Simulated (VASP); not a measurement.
Level of theory: PBEsol GGA, VASP's PBE PAW potentials (set 64) (plane waves; VASP).

Input for VASP

### POSCAR
```
Cd4S3Se
1
    5.8797578826    -0.0000000000     0.0000000000
   -0.0000000000     5.8797578826    -0.0000000000
   -0.0000000000    -0.0000000000     5.8797578826
Cd Se S
4 1 3
Direct
  0.9938433916   0.9938433916   0.9938433916
  0.5061566084   0.5061566084   0.9938433916
  0.5061566084   0.9938433916   0.5061566084
  0.9938433916   0.5061566084   0.5061566084
  0.2500000000   0.2500000000   0.2500000000
  0.7500000000   0.7500000000   0.2500000000
  0.7500000000   0.2500000000   0.7500000000
  0.2500000000   0.7500000000   0.7500000000
```

File KPOINTS:
```
Automatic mesh
0
Gamma
4 4 4
0 0 0
```

INCAR:
```
ENCUT=400   # plane-wave cut-off (eV)
LWAVE=.False.
NSW=60
EDIFFG=-0.02   # ionic stop
IBRION=2
ISMEAR=0   # Gaussian
PREC=Accurate
NELM=100
LMAXMIX=4   # l cut-off of mixed one-centre charges
SYSTEM=Cd4S3Se
GGA=PS
EDIFF=1E-6   # SCF stop (eV)
ALGO=Normal   # blocked Davidson
LCHARG=.False.
ISIF=3   # ions, shape and volume
SIGMA=0.05
LREAL=.False.   # projection in real space or not
LASPH=.True.
```

POTCAR, in this order: Cd Se S (PBE.64 set). Program: vasp_std.

The run wrote:

File OSZICAR:
```
       N       E                     dE             d eps       ncg     rms          rms(c)
DAV:   1     0.447604223059E+03    0.44760E+03   -0.30688E+04   860   0.125E+03
DAV:   2    -0.119913055944E+01   -0.44880E+03   -0.44159E+03   970   0.342E+02
DAV:   3    -0.281400494656E+02   -0.26941E+02   -0.26841E+02  1007   0.832E+01
DAV:   4    -0.284562588448E+02   -0.31621E+00   -0.31574E+00   984   0.886E+00
DAV:   5    -0.284616741319E+02   -0.54153E-02   -0.54139E-02   990   0.112E+00    0.156E+01
DAV:   6    -0.266330722928E+02    0.18286E+01   -0.45365E+00  1059   0.172E+01    0.120E+01
DAV:   7    -0.265912391430E+02    0.41833E-01   -0.16023E+00   942   0.533E+00    0.532E+00
DAV:   8    -0.265760050278E+02    0.15234E-01   -0.27740E-01  1020   0.409E+00    0.762E-01
DAV:   9    -0.265702921172E+02    0.57129E-02   -0.52619E-02  1041   0.209E+00    0.190E-01
DAV:  10    -0.265702841700E+02    0.79473E-05   -0.32065E-03   977   0.378E-01    0.131E-01
DAV:  11    -0.265703114420E+02   -0.27272E-04   -0.18185E-04   964   0.690E-02    0.960E-02
DAV:  12    -0.265703962654E+02   -0.84823E-04   -0.19934E-04  1031   0.918E-02    0.309E-02
DAV:  13    -0.265703993918E+02   -0.31264E-05   -0.62224E-05   937   0.380E-02    0.158E-02
DAV:  14    -0.265703991003E+02    0.29151E-06   -0.79288E-06   810   0.974E-03
   1 F= -.26570399E+02 E0= -.26570399E+02  d E =-.265704E+02
       N       E                     dE             d eps       ncg     rms          rms(c)
DAV:   1    -0.265905154686E+02   -0.20116E-01   -0.43455E-01   936   0.533E+00    0.106E+00
DAV:   2    -0.265730165959E+02    0.17499E-01   -0.48471E-02   924   0.210E+00    0.366E-01
DAV:   3    -0.265712158960E+02    0.18007E-02   -0.59367E-03   974   0.507E-01    0.324E-01
DAV:   4    -0.265709870854E+02    0.22881E-03   -0.35964E-04   893   0.123E-01    0.640E-02
DAV:   5    -0.265709321955E+02    0.54890E-04   -0.20646E-04  1033   0.122E-01    0.209E-02
DAV:   6    -0.265709317274E+02    0.46809E-06   -0.21194E-05   948   0.302E-02    0.728E-03
DAV:   7    -0.265709317469E+02   -0.19480E-07   -0.86290E-07   548   0.414E-03
   2 F= -.26570932E+02 E0= -.26570932E+02  d E =-.532647E-03
```

**OUTCAR**
```
------------------------ aborting loop because EDIFF is reached ----------------------------------------
  FORCE on cell =-STRESS in cart. coord.  units (eV):
  Direction    XX          YY          ZZ          XY          YZ          ZX
  --------------------------------------------------------------------------------------
  Total       -0.1137312     -0.1137312     -0.1137312      0.0000000     -0.0000000      0.0000000
  in kB       -0.8916010     -0.8916010     -0.8916010      0.0000000     -0.0000000      0.0000000
  external PRESSURE =      -0.8916010 kB  Pullay stress =       0.0000000 kB
  volume of cell :      204.37
      direct lattice vectors                 reciprocal lattice vectors
     5.890333187 -0.000000000 -0.000000000     0.169769683 -0.000000000  0.000000000
     0.000000000  5.890333187  0.000000000     0.000000000  0.169769683  0.000000000
    -0.000000000 -0.000000000  5.890333187     0.000000000 -0.000000000  0.169769683
 POSITION                                       TOTAL-FORCE (eV/Angst)
 -----------------------------------------------------------------------------------
      5.85427      5.85427      5.85427         0.003540      0.003540      0.003540
      2.98123      2.98123      5.85427        -0.003540     -0.003540      0.003540
      2.98123      5.85427      2.98123        -0.003540      0.003540     -0.003540
      5.85427      2.98123      2.98123         0.003540     -0.003540     -0.003540
      1.47258      1.47258      1.47258        -0.000000     -0.000000     -0.000000
      4.41775      4.41775      1.47258        -0.000000     -0.000000     -0.000000
      4.41775      1.47258      4.41775        -0.000000     -0.000000     -0.000000
      1.47258      4.41775      4.41775        -0.000000     -0.000000     -0.000000
 -----------------------------------------------------------------------------------
    total drift:                                0.000000      0.000000      0.000000
  FREE ENERGIE OF THE ION-ELECTRON SYSTEM (eV)
  ---------------------------------------------------
  free  energy   TOTEN  =       -26.5709317469 eV

  energy  without entropy=      -26.5709317469  energy(sigma->0) =      -26.57093175

 reached required accuracy - stopping structural energy minimisation
```
(Selected blocks of OUTCAR.)

### CONTCAR
```
Cd4S3Se
   1.00000000000000
     5.8903331872064353   -0.0000000000000000   -0.0000000000000000
     0.0000000000000000    5.8903331872064353    0.0000000000000000
    -0.0000000000000000   -0.0000000000000000    5.8903331872064353
  Cd              Se              S
     4     1     3
Direct
     0.9938767660464416    0.9938767660464416    0.9938767660464416
     0.5061232339535584    0.5061232339535584    0.9938767660464416
     0.5061232339535584    0.9938767660464416    0.5061232339535584
     0.9938767660464416    0.5061232339535584    0.5061232339535584
     0.2500000000000000    0.2500000000000000    0.2500000000000000
     0.7500000000000000    0.7500000000000000    0.2500000000000000
     0.7500000000000000    0.2500000000000000    0.7500000000000000
     0.2500000000000000    0.7500000000000000    0.7500000000000000
```

The structure was generated: Cd4S3Se was put into an ordered model structure (P-43m), which need not be its known phase. This run relaxes it. Symmetry was kept, so distortions that lower it aren't found. The start is the result of an earlier pass.
